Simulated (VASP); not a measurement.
Calculation: PBE GGA, VASP's PBE PAW potentials (set 64) (plane waves; VASP).

VASP ran on this input.

POSCAR:
```
LaB6
1
    4.0221982366     0.0000000000     0.0000000000
    0.0000000000     4.0221982366     0.0000000000
    0.0000000000     0.0000000000     4.0221982366
La B
1 6
Direct
  0.0000000000   0.0000000000   0.0000000000
  0.8013881148   0.5000000000   0.5000000000
  0.5000000000   0.1986118852   0.5000000000
  0.5000000000   0.8013881148   0.5000000000
  0.1986118852   0.5000000000   0.5000000000
  0.5000000000   0.5000000000   0.8013881148
  0.5000000000   0.5000000000   0.1986118852
```

### KPOINTS
```
Automatic mesh
0
Gamma
8 8 8
0 0 0
```

**INCAR**
```
! general
SYSTEM =LaB6
PREC   =Accurate
ENCUT  =620
LREAL  =.FALSE.   ! projection in real space or not
LASPH  =.TRUE.   ! aspherical one-centre terms

! electronic loop
EDIFF  =1E-6   ! SCF stop (eV)
NELM   =100   ! most electronic steps
ALGO   =Normal   ! blocked Davidson
LMAXMIX=6

! smearing
ISMEAR =1   ! Methfessel-Paxton
SIGMA  =0.1   ! width (eV)

! functional
GGA    =PE   ! PBE

! ions
IBRION =2   ! conjugate gradients
NSW    =40
ISIF   =3   ! ions, shape and volume
EDIFFG =-0.02   ! ionic stop
PSTRESS=300   ! kbar

! output
LWAVE  =.FALSE.
LCHARG =.FALSE.
```

POTCAR, in this order: La B (PBE.64 set). Program: vasp_std.

Energy and stress use the plane-wave basis of the starting cell.

**Question.** What does the run give for the energy per atom (σ→0), volume per atom, band gap (on the k-mesh)?

**Answer.** 
- energy per atom (σ→0) = -6.899 eV/atom
- band gap (on the k-mesh) = none (metal, semimetal or under 0.01 eV)
- volume per atom = 8.95 Å³/atom

### OSZICAR
```
...
       N       E                     dE             d eps       ncg     rms          rms(c)
DAV:   1    -0.482940606189E+02   -0.16380E-01   -0.20623E-01  1362   0.293E+00    0.179E-01
DAV:   2    -0.482937041289E+02    0.35649E-03   -0.92356E-03  1948   0.108E+00    0.968E-02
DAV:   3    -0.482933148375E+02    0.38929E-03   -0.29013E-03  1410   0.335E-01    0.208E-02
DAV:   4    -0.482933090494E+02    0.57881E-05   -0.39610E-04  1942   0.186E-01    0.139E-02
DAV:   5    -0.482933081353E+02    0.91415E-06   -0.22607E-05  1988   0.339E-02    0.388E-03
DAV:   6    -0.482933074549E+02    0.68039E-06   -0.45073E-06  1698   0.226E-02
   6 F= -.36564659E+02 E0= -.36564786E+02  d E =-.611373E-03
```

The compound is LaB6 in the cab6 structure. This run relaxes it under an external pressure of 30 GPa. Symmetry was kept, so distortions that lower it aren't found. The electron count is odd and the run is not spin-polarised, which forces a metal.
